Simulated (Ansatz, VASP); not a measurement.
# Sb (Antimony): VASP beside Ansatz

One calculation is typed for both programs; each brings its own data sets. How far apart do they land? The cell is taken from a series of runs on this material, whose earlier steps may have relaxed, scaled, displaced or heated it; both programs get it as it stands.

Program: Ansatz 0.2.0. Level of theory: plane waves, with VASP 6.6.1 beside it; zone-centre phonons at LDA. Results are calculated unless marked as measured.

### 1. Set-up

The structure is trigonal, space group R-3m (No. 166). The conventional cell has a = 4.257 Å, b = 4.257 Å, c = 11.401 Å, α = 90.00°, β = 90.00°, γ = 120.00°. Nearest to Sb lie 3 Sb at 2.90 Å.

As a file:

```xyz
2
Lattice="2.1287 1.2290 3.8005 -2.1287 1.2290 3.8005 0.0000 -2.4580 3.8005" Properties=species:S:1:pos:R:3 pbc="T T T"
Sb    0.0000    0.0000    2.6697
Sb    0.0000    0.0000    8.7317
```

### 2. VASP: zone-centre phonons, LDA

Second derivatives magnify differences that forces hide, and they need a tight electronic threshold.

Lines of VASP's logs that name or quote its potential files are left out, and so is its time.

Contents of INCAR:

```
SYSTEM = Sb
PREC = Accurate
ENCUT = 500
EDIFF = 1E-08
NELM = 120
ISMEAR = 1
SIGMA = 0.2
LREAL = .FALSE.
ALGO = Normal
GGA = PW92
NBANDS = 11
LORBIT = 11
LWAVE = .FALSE.
LCHARG = .FALSE.
ISIF = 2
IBRION = 8
LASPH = .TRUE.
GGA_COMPAT = .FALSE.
KPAR = 2
```

Contents of POSCAR:

```
Sb
1.0
    2.1286898743      1.2289996719      3.8004761742
   -2.1286898743      1.2289996719      3.8004761742
    0.0000000000     -2.4579993438      3.8004761742
Sb
2
Direct
    0.2341557606      0.2341557608      0.2341557606
    0.7658442394      0.7658442396      0.7658442394
```

Contents of KPOINTS:

```
Automatic mesh
0
Gamma
12 12 12
0 0 0
```

The projector-augmented-wave data sets are Sb (LDA family, release 64).

On the command line:

```
$ mpirun -np 2 vasp_std
```

Numbers of over 12 decimals in the logs are rounded to 6 here.

Log:

```text
[banner, memory and clock lines left out]
running    2 mpi-ranks, on    1 nodes
 distrk:  each k-point on    1 cores,    2 groups
 distr:  one band on    1 cores,    1 groups

 POSCAR found type information on POSCAR Sb
 POSCAR found :  1 types and       2 ions
|                                                                             |
|               ----> ADVICE to this user running VASP <----                  |
|                                                                             |
|     You enforced a specific xc type in the INCAR file but a different       |
|     [... a line on the potential file left out ...]
|     I HOPE YOU KNOW WHAT YOU ARE DOING!                                     |
|                                                                             |

 LDA part: xc-table for (Slater(with rela. corr.)+PW92), standard interpolation
 POSCAR, INCAR and KPOINTS ok, starting setup
 FFT: planning ... GRIDC
 FFT: planning ... GRID_SOFT
 FFT: planning ... GRID
 WAVECAR not read
 entering main loop
       N       E                     dE             d eps       ncg     rms          rms(c)
DAV:   1     0.363583664860E+02    0.36358E+02   -0.34965E+03  4158   0.694E+02
DAV:   2    -0.770698053641E+01   -0.44065E+02   -0.42709E+02  5945   0.113E+02
DAV:   3    -0.961639908670E+01   -0.19094E+01   -0.18954E+01  5051   0.275E+01
DAV:   4    -0.963345107514E+01   -0.17052E-01   -0.17044E-01  4728   0.310E+00
DAV:   5    -0.963366249024E+01   -0.21142E-03   -0.21141E-03  4847   0.377E-01    0.318E+00
DAV:   6    -0.961599229839E+01    0.17670E-01   -0.42145E-03  4659   0.347E-01    0.190E+00
DAV:   7    -0.960621386071E+01    0.97784E-02   -0.90208E-03  4518   0.504E-01    0.538E-02
DAV:   8    -0.960622605619E+01   -0.12195E-04   -0.23578E-04  4638   0.111E-01    0.176E-02
DAV:   9    -0.960623021001E+01   -0.41538E-05   -0.15072E-05  4809   0.240E-02    0.668E-03
DAV:  10    -0.960622989164E+01    0.31837E-06   -0.15812E-06  4647   0.701E-03    0.116E-03
DAV:  11    -0.960622992794E+01   -0.36295E-07   -0.15579E-07  4776   0.234E-03    0.351E-04
DAV:  12    -0.960622992850E+01   -0.56372E-09   -0.10682E-08  2856   0.561E-04
   1 F= -.96062299E+01 E0= -.96067284E+01  d E =0.149530E-02
 Linear response reoptimize wavefunctions to high precision
DAV:   1    -0.960622992878E+01   -0.28223E-09   -0.16715E-09  3961   0.274E-04
DAV:   2    -0.960622992880E+01   -0.11141E-10   -0.88349E-11  2412   0.713E-05
 Linear response DOF=           2
 Linear response progress:
  Degree of freedom:   1/  2
       N       E                     dE             d eps       ncg     rms          rms(c)
RMM:   1    -0.258695925330E-01   -0.25870E-01    0.21155E-02 38951   0.121E+00
RMM:   2    -0.254806252229E-01    0.38897E-03   -0.17524E-03 30078   0.252E-01    0.469E-02
RMM:   3    -0.254651814523E-01    0.15444E-04   -0.51314E-05 31815   0.413E-02    0.274E-02
RMM:   4    -0.254811020873E-01   -0.15921E-04   -0.23735E-05 32152   0.186E-02    0.246E-03
RMM:   5    -0.254862940153E-01   -0.51919E-05   -0.20736E-06 32833   0.363E-03    0.965E-04
RMM:   6    -0.254876093626E-01   -0.13153E-05    0.51793E-08 31688   0.916E-04    0.307E-04
RMM:   7    -0.254868528254E-01    0.75654E-06    0.34188E-07 33642   0.227E-04    0.746E-05
RMM:   8    -0.254867697163E-01    0.83109E-07    0.89449E-08 33794   0.562E-05    0.147E-05
RMM:   9    -0.254867569003E-01    0.12816E-07   -0.80952E-10 34005   0.164E-05    0.164E-06
RMM:  10    -0.254867520232E-01    0.48771E-08    0.18131E-09 33431   0.707E-06    0.701E-07
 first order change of Fermi-energy  -0.17922E-04
 force on displaced ion       1 direction 1 :  -2.977   0.000   0.000
 Linear response progress:
  Degree of freedom:   2/  2
       N       E                     dE             d eps       ncg     rms          rms(c)
RMM:   1    -0.274151099365E-01   -0.27415E-01    0.17514E-02  8118   0.122E+00
RMM:   2    -0.262609695377E-01    0.11541E-02   -0.17357E-03  6495   0.260E-01    0.501E-02
RMM:   3    -0.261577918455E-01    0.10318E-03   -0.50308E-05  6880   0.463E-02    0.302E-02
RMM:   4    -0.260838358824E-01    0.73956E-04   -0.30822E-05  6728   0.264E-02    0.808E-03
RMM:   5    -0.260905467017E-01   -0.67108E-05   -0.78353E-07  6972   0.519E-03    0.281E-03
RMM:   6    -0.260923453951E-01   -0.17987E-05   -0.50871E-08  7024   0.113E-03    0.736E-04
RMM:   7    -0.260914360344E-01    0.90936E-06    0.47079E-09  7100   0.382E-04    0.252E-04
RMM:   8    -0.260914423295E-01   -0.62951E-08    0.19351E-09  7235   0.620E-05    0.304E-05
 first order change of Fermi-energy  -0.11476E+01
 force on displaced ion       1 direction 3 :   0.000  -0.000  -4.782
 Linear response finished
```

OUTCAR, selected parts (step 2):

```text
ion  position               nearest neighbor table
   1  0.234  0.234  0.234-   2 2.90   2 2.90   2 2.90   2 3.34   2 3.34   2 3.34
   2  0.766  0.766  0.766-   1 2.90   1 2.90   1 2.90   1 3.34   1 3.34   1 3.34

  LATTYP: Found a trigonal (rhomboedric) cell.
 ALAT       =     4.5260777639
 COS(alpha) =     0.5576044382

 Subroutine GETGRP returns: Found 12 space group operations
 (whereof 12 operations were pure point group operations)

The static configuration has the point symmetry D_3d.

 Found    189 irreducible k-points:

   k-points           NKPTS =    189   k-points in BZ     NKDIM =    189   number of bands    NBANDS=     11

   dimension x,y,z NGX =    36 NGY =   36 NGZ =   36
   dimension x,y,z NGXF=    72 NGYF=   72 NGZF=   72

   ENCUT  =  500.0 eV  36.75 Ry    6.06 a.u.   8.25  8.25  8.25*2*pi/ulx,y,z

   NELECT =      10.0000    total number of electrons

 k-points in reciprocal lattice and weights: Automatic mesh
   0.00000000  0.00000000  0.00000000       0.001
   0.08333333  0.00000000  0.00000000       0.003
   0.16666667 -0.00000000  0.00000000       0.003
   0.25000000  0.00000000  0.00000000       0.003
   0.33333333  0.00000000  0.00000000       0.003
   0.41666667  0.00000000 -0.00000000       0.003
   0.50000000  0.00000000  0.00000000       0.002
   0.08333333  0.08333333  0.00000000       0.003
   0.16666667  0.08333333  0.00000000       0.007
[...]
-0.41666667  0.50000000  0.41666667       0.003
   0.50000000  0.50000000  0.50000000       0.001

 average (electrostatic) potential at core
       1 -86.6226       2 -86.6226

  Total        0.1101299      0.1101299     -0.4815822      0.0000000      0.0000000      0.0000000
  in kB        2.9577572      2.9577572    -12.9338435      0.0000000      0.0000000      0.0000000
  external PRESSURE =      -2.3394430 kB  Pullay stress =       0.0000000 kB

  energy-cutoff  :      500.00
  volume of cell :       59.66
      direct lattice vectors                 reciprocal lattice vectors
     2.128689874  1.228999672  3.800476174     0.234886258  0.135611645  0.087708308
    -2.128689874  1.228999672  3.800476174    -0.234886258  0.135611645  0.087708308
     0.000000000 -2.457999344  3.800476174     0.000000000 -0.271223289  0.087708308

 POSITION                                       TOTAL-FORCE (eV/Angst)
 -----------------------------------------------------------------------------------
     -0.00000      0.00000      2.66971         0.000000      0.000000      0.070106
     -0.00000      0.00000      8.73172         0.000000      0.000000     -0.070106
 -----------------------------------------------------------------------------------
    total drift:                                0.000000     -0.000000     -0.000000

 Eigenvectors and eigenvalues of the dynamical matrix
 ----------------------------------------------------

   1 f  =    4.381789 THz    27.531594 2PiTHz  146.160759 cm-1    18.121616 meV
             X         Y         Z           dx          dy          dz
     -0.000000  0.000000  2.669710    -0.000000    0.000000    0.707107
     -0.000000  0.000000  8.731718     0.000000   -0.000000   -0.707107

   2 f  =    3.457260 THz    21.722605 2PiTHz  115.321778 cm-1    14.298072 meV
             X         Y         Z           dx          dy          dz
     -0.000000  0.000000  2.669710     0.707107   -0.000000   -0.000000
     -0.000000  0.000000  8.731718    -0.707107    0.000000   -0.000000

   3 f  =    3.457260 THz    21.722605 2PiTHz  115.321778 cm-1    14.298072 meV
             X         Y         Z           dx          dy          dz
     -0.000000  0.000000  2.669710     0.000000    0.707107    0.000000
     -0.000000  0.000000  8.731718    -0.000000   -0.707107    0.000000

   4 f  =    0.000000 THz     0.000000 2PiTHz    0.000001 cm-1     0.000000 meV
             X         Y         Z           dx          dy          dz
     -0.000000  0.000000  2.669710    -0.667054    0.217847   -0.087072
     -0.000000  0.000000  8.731718    -0.667054    0.217847   -0.087072

   5 f/i=    0.000000 THz     0.000000 2PiTHz    0.000001 cm-1     0.000000 meV
             X         Y         Z           dx          dy          dz
     -0.000000  0.000000  2.669710    -0.211677   -0.445725    0.506480
     -0.000000  0.000000  8.731718    -0.211677   -0.445725    0.506480

   6 f/i=    0.000000 THz     0.000000 2PiTHz    0.000002 cm-1     0.000000 meV
             X         Y         Z           dx          dy          dz
     -0.000000  0.000000  2.669710     0.101152    0.503857    0.485692
     -0.000000  0.000000  8.731718     0.101152    0.503857    0.485692

 ELASTIC MODULI CONTR FROM IONIC RELAXATION (kBar)
 Direction    XX          YY          ZZ          XY          YZ          ZX
 --------------------------------------------------------------------------------
 XX        -193.2647   -127.9582   -194.1053      0.0000     83.8482     -0.0000
 YY        -127.9582   -193.2647   -194.1053      0.0000    -83.8482     -0.0000
 ZZ        -194.1053   -194.1053   -234.5840      0.0000      0.0000     -0.0000
 XY           0.0000      0.0000      0.0000    -32.6533     -0.0000     80.6334
 YZ          83.8482    -83.8482      0.0000     -0.0000   -215.3086      0.0000
 ZX          -0.0000     -0.0000     -0.0000     80.6334      0.0000   -199.1146
 --------------------------------------------------------------------------------
```

### 3. Ansatz: zone-centre phonons, LDA

Ansatz runs on its PAW soft_1 files.

The same cell, functional (in two slightly different forms), mesh and smearing now go to Ansatz, which takes its cutoff from its data sets.

Contents of input.yaml:

```yaml
crystal:
  lattice:
    - [2.1286898743, 1.2289996719, 3.8004761742]
    - [-2.1286898743, 1.2289996719, 3.8004761742]
    - [0.0, -2.4579993438, 3.8004761742]
  atoms:
    - { symbol: Sb, position: [0.2341557605, 0.2341557607, 0.2341557605] }
    - { symbol: Sb, position: [0.7658442395, 0.7658442393, 0.7658442395] }
kpoints:
  mp_grid: { grid: [12, 12, 12] }
hamiltonian:
  xc: lda
  pseudopotentials: { kind: paw, azcp: { folder: soft_1 }, xc_functional: pbe }
scf:
  occupations: { method: methfessel_paxton, width: 0.2 }
output:
  eigenvalues: true
phonons:
  method: dfpt
```

On the command line:

```
$ ansatz run input.yaml --threads 4 --pin off --max-ram 10240MiB --backend cpu --events-out ev --progress --plain --runs-dir out
```

Log:

```text
Engine: ansatz 0.2.0, x86_64-unknown-linux-gnu
Pseudopotentials: kind: paw
Pseudopotential: Sb, paw, valence charge 15, recommended cutoff 420 eV (normal), soft_1/Sb.paw.azcp
Functional definition: SPW92
  exchange = slater_x
  correlation = pw_c
Crystal: 2 atoms, lattice volume = 59.656 Å³
Basis set: ecut = 420 eV, 1183 PW (Γ), exchange–correlation on 64×64×64 points (8 copies of the dense FFT grid, shifted against one another)
Bands: 19, of which v1, the nominal top of the filled ones, is band 15 counted from 1 (14 counted from 0)
Symmetry: 12 space group operations
k-points: 476 of 1728 (irreducible under 2 space group operations, time reversal used)
Non-local potential: Sb, projectors of the file, l = 0: 2, l = 1: 2, l = 2: 2, l = 3: 1
PAW form: soft (Blöchl's): semilocal exchange-correlation on the pseudo side does not see the compensation charge
PAW frozen core: Sb, regenerated for the run's functional, and the local potential with it (the file was generated under x = pbe(κ = 0.804, μ = 0.219515), c = pbe(β = 0.066725))
PAW one-centre angular grid: Sb, 590 points (default); XC on 64 Gauss nodes
Initial density: superposition of atomic densities (chi_scale 0.1, normalization cell)
Initial wavefunctions: pseudopotential atomic-orbital guess
Functional: x = slater, c = lda
SCF iter   1: F=—  HF=-12671.786390 eV  |F-HF|=—  |Δ(HF+E_count)|=         —  Δρ=1.53e-2  dr2=1.15e-1  ethr=3.10e-3  ⟨swp⟩=6.0  Hψ=48329  notcnv=0
preconditioner: auto → Kerker (q_TF=auto, 2.433 Å⁻¹)  [metal: Δε(μ)=0.122 eV  Ē_g=8.753 eV  σ=0.200 eV  W_gap=0.44  n_scr=14 (ndim 8)  ℏωp=15.2 eV  f_vac=0.000  D(μ)=0.21/eV (n_scr^D=0)]
SCF iter   2: F=—  HF=-12671.767116 eV  |F-HF|=—  |Δ(HF+E_count)|=   1.93e-2  S|Δr|=    0.00e0  Δρ=9.75e-3  dr2=5.05e-2  ethr=3.84e-4  ⟨swp⟩=1.1  Hψ=12924  notcnv=0
SCF iter   3: F=—  HF=-12671.756591 eV  |F-HF|=—  |Δ(HF+E_count)|=   1.05e-2  S|Δr|=    0.00e0  Δρ=1.37e-3  dr2=1.93e-3  ethr=1.68e-4  ⟨swp⟩=2.0  Hψ=15868  notcnv=0
SCF iter   4: F=—  HF=-12671.756389 eV  |F-HF|=—  |Δ(HF+E_count)|=   2.03e-4  S|Δr|=    0.00e0  Δρ=4.70e-4  dr2=2.10e-4  ethr=6.44e-6  ⟨swp⟩=2.5  Hψ=11258  notcnv=0
SCF iter   5: F=—  HF=-12671.756401 eV  |F-HF|=—  |Δ(HF+E_count)|=   1.25e-5  S|Δr|=    0.00e0  Δρ=1.48e-4  dr2=1.26e-5  ethr=6.99e-7  ⟨swp⟩=3.0  Hψ=16365  notcnv=0
SCF iter   6: F=—  HF=-12671.756394 eV  |F-HF|=—  |Δ(HF+E_count)|=   7.26e-6  S|Δr|=    0.00e0  Δρ=2.73e-5  dr2=3.01e-7  ethr=4.21e-8  ⟨swp⟩=2.0  Hψ=16188  notcnv=0
SCF iter   7: F=—  HF=-12671.756394 eV  |F-HF|=—  |Δ(HF+E_count)|=   2.90e-7  S|Δr|=    0.00e0  Δρ=9.33e-6  dr2=4.38e-8  ethr=1.00e-9  ⟨swp⟩=2.2  Hψ=15637  notcnv=0
SCF iter   8: F=—  HF=-12671.756394 eV  |F-HF|=—  |Δ(HF+E_count)|=   1.41e-9  S|Δr|=    0.00e0  Δρ=2.21e-6  dr2=5.11e-9  ethr=1.46e-10  ⟨swp⟩=2.4  Hψ=16207  notcnv=0
SCF iter   9: F=—  HF=-12671.756394 eV  |F-HF|=—  |Δ(HF+E_count)|=  2.64e-10  S|Δr|=    0.00e0  Δρ=6.19e-7  dr2=5.08e-10  ethr=1.70e-11  ⟨swp⟩=2.0  Hψ=10324  notcnv=0
SCF iter  10: F=—  HF=-12671.756394 eV  |F-HF|=—  |Δ(HF+E_count)|=  2.91e-11  S|Δr|=    0.00e0  Δρ=2.57e-7  dr2=5.98e-11  ethr=1.69e-12  ⟨swp⟩=3.0  Hψ=16321  notcnv=0
SCF iter  11: F=-12671.756394 eV  HF=-12671.756394 eV  |F-HF|=1.82e-12  |Δ(HF+E_count)|=  1.09e-11  S|Δr|=    0.00e0  Δρ=1.25e-7  dr2=8.26e-12  ethr=1.00e-12  ⟨swp⟩=6.0  Hψ=40943  notcnv=0
SCF 1 converged in 11 iterations: F = -12671.756394 eV  dr2 = 8.26e-12
  greatest PAW one-centre occupation: 0.997 electrons in one spin orbital (limit 2), on the Sb atom at site 1 (counted from 0), in its partial waves of l = 2
DFPT response loops at Γ: preconditioner auto → Kerker (q_TF=auto, 2.433 Å⁻¹) (partly filled bands, converged f_vac=0.002); β = 1.00, the filter's whole step (`scf.mixing.beta` (0.50) is not read by the response loops under this deck's `scf.mixing.preconditioner`; to damp them name `kerker` or `kerker_dos`, under which they read `scf.mixing.beta`, and type it under 1.00, their step now; both keys bind the ground state too); Broyden in place of MSR1
SCF converged after 11 iterations
Stability not checked: this state was not tested for a lower state beside it, because cold or Methfessel-Paxton smearing, or corrected tetrahedra, fill the levels in a way that the test cannot read (fill_not_monotonic; see scf.lower_state_search)
Free energy (F): -12671.756394 eV
Harris-Foulkes:  -12671.756394 eV  (|F-HF|=1.82e-12)
Internal energy: -12671.757837 eV  (E = F + TS)
E sigma→0 (E₀):  -12671.756755 eV
Entropy (-TS):   0.001443 eV (0.721 meV/atom)
Fermi energy:    10.165418 eV
Step filling:    the computed levels leave a gap of 0.0026 eV = 0.0 smearing widths at the electron count; against every level under it full and every level over it empty, smearing changes F+E_penalty+E_count by +0.276 meV and its σ→0 estimate by -0.084 meV
--- Per-component energies (eV) ---
  E_band       = -334.021880
  E_kinetic    = 328.442808
  E_local      = -3158.524853  (includes V_loc(G=0)·N_el)
  E_nonlocal   = 787.529209
  E_hartree    = 1305.034832
  E_xc         = -197.860857
  E_vxc        = -183.426219  (∫ρ·V_xc dr)
  E_paw        = -8789.572708  (= ΣΔE_a)
  E_vpaw       = -718.112737  (= ΣTr[D̂ρ^β])
  E_aug_tail   = 0.000244  (compensation charges beyond the density's cutoff)
  E_ewald      = -2947.924134
  E_core_change = 1.117622  (= ΣΔE_core)
  E_smearing   = 0.001443  (= −TS)
  E_closure    = -0.000000  (closes the sum)
  Σ components = -12671.756394   (vs F -12671.756394, Δ=0.00e0)
--- Band table (eV; the first three rows and the last of 476) ---
  k-point 0: bands = [... 11 lower, 5.2137, 7.8987, 8.4760, 8.4760, 12.3176, 12.8732, 12.8732, 15.4017]
  k-point 1: bands = [... 11 lower, 4.8879, 7.9551, 8.4530, 8.5422, 12.3072, 12.6372, 12.6828, 15.0179]
  k-point 2: bands = [... 11 lower, 4.0983, 8.0018, 8.3978, 8.7525, 12.0112, 12.1289, 12.1974, 14.8135]
  k-point 475: bands = [... 11 lower, 0.9989, 8.9903, 8.9903, 9.8545, 10.3904, 10.3904, 11.3660, 17.1178]
--- Phonons (Γ-DFPT): 2 representative perturbations + reference, on 476 of 1728 k-points (Σ response iterations 6) ---
  k mesh reduced under 2 symmetry operations, with k and −k counted as one. Each operation leaves every solved perturbation unchanged. A smaller set is not used because it would not reduce the number of displacements times k-points to solve
  ASR residual: 3.054e-5 → 0.000e0 eV/Å²; symmetrization residual: 5.244e-5 eV/Å²
  ASR residual per site (eV/Å²): 3.05e-5 3.05e-5
  Γ frequencies (cm⁻¹): 0.00 0.00 0.00 112.25 112.25 143.19
  non-analytic LO–TO correction: not included (Born effective charges unavailable; polar crystals: no LO–TO splitting at Γ)
```

### 4. Differences

Known differences besides the potentials themselves: the data sets hold 30 valence electrons in Ansatz (on its PAW soft_1 files) and 10 in VASP; the cutoff is 420 eV in Ansatz and 500 eV in VASP; VASP's log shows a relativistic correction to its local exchange, Ansatz's none. Total energies have different zeros and are not compared.

Both answers:

```
                  quantity  Ansatz   VASP  difference
optical mode 1 to 2 (cm⁻¹)   112.2  115.3     -2.66 %
     optical mode 3 (cm⁻¹)   143.2  146.2     -2.03 %
```

Modes are paired by rising frequency, not by their patterns, so a pair may set unlike modes beside each other; they are those without the splitting of longitudinal modes.

### 5. Summary of results

- r.m.s. difference of the optical zone-centre modes, each program's sorted by frequency (zone-centre phonons, LDA): 3.0 cm⁻¹
- difference in optical mode 1 to 2 (zone-centre phonons, LDA): -2.7 %

In words: The r.m.s. difference of the optical zone-centre modes, each program's sorted by frequency is 3.0 cm⁻¹ (zone-centre phonons, LDA). The data sets hold unlike numbers of valence electrons (30 in Ansatz and 10 in VASP), so part of the differences comes from the potentials. Among the rows given in per cent, the largest difference of the zone-centre phonons, LDA pair is in optical mode 1 to 2, -2.7 %. Such differences can come from data sets, numerical settings and the points named under the comparisons, not from the functional's error against experiment.

[Lines on the potential files, build, host, timing and source positions are cut from VASP's logs without a mark.]

[Logs are printed without paths, hosts, clocks, repeated set-up lines and the standing remarks that a program may print on its own settings, such as how far it seeks lower states.]

[Hosts, paths, dates, database ids (printed as entryN), source tags and the programs' standing remarks are cut or masked in the printed files.]
